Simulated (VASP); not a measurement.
Consider the following.

```xyz
2
Lattice="0.0000 3.2110 3.2110 3.2110 0.0000 3.2110 3.2110 3.2110 0.0000" Properties=species:S:1:pos:R:3 pbc="T T T"
Cd     0.0000     0.0000     0.0000
Te     1.6055     1.6055     1.6055
```

Computed with LDA (Ceperley-Alder, Perdew-Zunger), VASP's LDA PAW potentials (set 64) (plane waves; VASP). Settings: 520 eV cut-off, 7×7×7 Γ-centred mesh, Gaussian smearing of 0.050 eV, potentials Cd Te.

Unless said otherwise, spin-orbit coupling is left out, though it shifts the bands of the heavy elements here.

### Question
What does the run give for the energy per atom (σ→0), band gap (on the k-mesh) with the smallest direct gap where there is one?

### Answer

```yaml
band gap (on the k-mesh): 0.64 eV
smallest direct gap (on the k-mesh): 0.64 eV
energy per atom (σ→0): -3.025 eV/atom
```

The absolute energy has meaning only against runs of the same code, potentials and settings.

The compound is CdTe in the zinc blende structure. It was relaxed first. The start is the result of an earlier pass.
